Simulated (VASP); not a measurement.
A convergence study with VASP on CoO: one setting is varied, all else stays as given below, so the limit is that of these other settings.

```
CoO
1.0
    2.99721     0.00000     0.00000
   -2.99721     2.99721     0.00000
    0.00000     0.00000    20.35799
Co O
4 4
Direct
  0.00000   0.00000   0.44795
  0.00000   0.50000   0.34385
  0.00000   0.00000   0.65616
  0.00000   0.50000   0.55205
  0.00000   0.50000   0.44795
  0.00000   0.00000   0.34385
  0.00000   0.50000   0.65616
  0.00000   0.00000   0.55205
```
Starting moments (μB, in the order of the record's atoms Co Co Co Co O O O O): 3.0 3.0 3.0 3.0 0.0 0.0 0.0 0.0.

Calculation: PBE GGA, VASP's PBE PAW potentials (set 64) (plane waves; VASP). The tightest run used: 400 eV cut-off, 18×18×1 Γ-centred mesh, Fermi-Dirac smearing of 0.050 eV, potentials Co O.

The moments were started parallel, and other spin orders were not tried in this run.

Q: The settings run are 3×3×1 mesh; 4×4×1 mesh; 5×5×1 mesh; 6×6×1 mesh; 7×7×1 mesh; 8×8×1 mesh; 11×11×1 mesh; 13×13×1 mesh; 15×15×1 mesh; 18×18×1 mesh. From which on does the energy per atom stay within 0.005 eV/atom of the tightest run?

A: From 5×5×1 mesh on: it is off by 0.0032 there and by no more than 0.005 in any finer run, while 4×4×1 mesh is off by 0.0066.
| setting | E (eV/atom) | largest force (eV/Å) | moment (μB) | irreducible k-points | difference judged (eV/atom) |
|---|---|---|---|---|---|
| 3×3×1 mesh | -6.4284 | 0.392 | 11.966 | 3 | 0.0201 |
| 4×4×1 mesh | -6.4551 | 0.205 | 11.034 | 6 | 0.0066 |
| 5×5×1 mesh | -6.4453 | 0.252 | 11.356 | 6 | 0.0032 |
| 6×6×1 mesh | -6.4503 | 0.270 | 11.579 | 10 | 0.0019 |
| 7×7×1 mesh | -6.4501 | 0.240 | 11.553 | 10 | 0.0016 |
| 8×8×1 mesh | -6.4485 | 0.252 | 11.684 | 15 | 0.0000 |
| 11×11×1 mesh | -6.4482 | 0.256 | 11.645 | 21 | 0.0002 |
| 13×13×1 mesh | -6.4485 | 0.252 | 11.607 | 28 | 0.0000 |
| 15×15×1 mesh | -6.4485 | 0.253 | 11.612 | 36 | 0.0000 |
| 18×18×1 mesh | -6.4485 | 0.253 | 11.626 | 55 | 0.0000 |

Left out are rungs that failed or repeat a setting and relaxations that didn't move; long series are thinned to 24 rows.

The cell is a sheet or thin cut with vacuum, built from a generated structure.
